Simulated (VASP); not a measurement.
An input for Quantum ESPRESSO's pw.x (written as the equivalent of a VASP run, and not itself run):

```
&CONTROL
  calculation = 'scf'
  pseudo_dir = './pseudo'
  outdir = './out'
  tprnfor = .true.
  tstress = .true.
/
&SYSTEM
  ibrav = 0
  nat = 2
  ntyp = 2
  ecutwfc = 58
  occupations = 'smearing'
  smearing = 'gaussian'
  degauss = 0.003675
  input_dft = 'pbe'
/
&ELECTRONS
  conv_thr = 7.3e-08
  electron_maxstep = 100
/
ATOMIC_SPECIES
  Rb 85.468 Rb.upf
  Cl 35.450 Cl.upf
CELL_PARAMETERS angstrom
     0.0000000    3.3510197    3.3510197
     3.3510197    0.0000000    3.3510197
     3.3510197    3.3510197    0.0000000
ATOMIC_POSITIONS crystal
  Rb   0.0000000  0.0000000  0.0000000
  Cl   0.5000000  0.5000000  0.5000000
K_POINTS automatic
  6 6 6 0 0 0
```

Problem. Translate this input to VASP (INCAR, KPOINTS, POSCAR, choice of POTCAR).

Solution. Several could match; the one computed here: 
**POSCAR**
```
RbCl
1.0
  0.0000000000   3.3510197352   3.3510197352
  3.3510197352   0.0000000000   3.3510197352
  3.3510197352   3.3510197352   0.0000000000
Rb Cl
1 1
Cartesian
  0.0000000000   0.0000000000   0.0000000000
  3.3510197352   3.3510197352   3.3510197352
```

KPOINTS:
```
kpoints
0
G
 6 6 6
```

**INCAR**
```
SYSTEM = RbCl
PREC = Accurate
ENCUT = 520
EDIFF = 1E-6
NELM = 100
ALGO = Normal
LREAL = .FALSE.
LASPH = .TRUE.
ISMEAR = 0
SIGMA = 0.05
GGA = PE
LMAXMIX = 4
LWAVE = .TRUE.
LCHARG = .FALSE.
```

POTCAR, in this order: Rb_sv Cl (PBE.64 set). Program: vasp_std.

The two are equivalent in intent, not identical: the potentials are each code's own (VASP's PAW set, PseudoDojo norm-conserving files in pw.x), so ENCUT and ecutwfc are chosen apart and not converted; conv_thr bounds pw.x's estimated SCF error, while EDIFF bounds the energy change between steps.

The compound is RbCl in the rock salt structure. It was relaxed first, which changed the volume by +6 %.
